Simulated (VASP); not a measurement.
Here is the system:

```xyz
2
Lattice="0.0000 2.3500 2.3500 2.3500 0.0000 2.3500 2.3500 2.3500 0.0000" Properties=species:S:1:pos:R:3 pbc="T T T"
Zr     0.0000     0.0000     0.0000
C      2.3500     2.3500     2.3500
```

Level of theory: PBE GGA, VASP's PBE PAW potentials (set 64) (plane waves; VASP). Run with 520 eV cut-off, 10×10×10 Γ-centred mesh, first-order Methfessel-Paxton smearing of 0.10 eV, potentials Zr_sv C.

### Question
Give the stress tensor in GPa (positive for a compressed cell).

### Answer

```
1.49  0.00  0.00
0.00  1.49  0.00
0.00  0.00  1.49
```
The pressure is its mean diagonal, 1.49 GPa.

The compound is ZrC in the rock salt structure. The cell was not relaxed at this level.
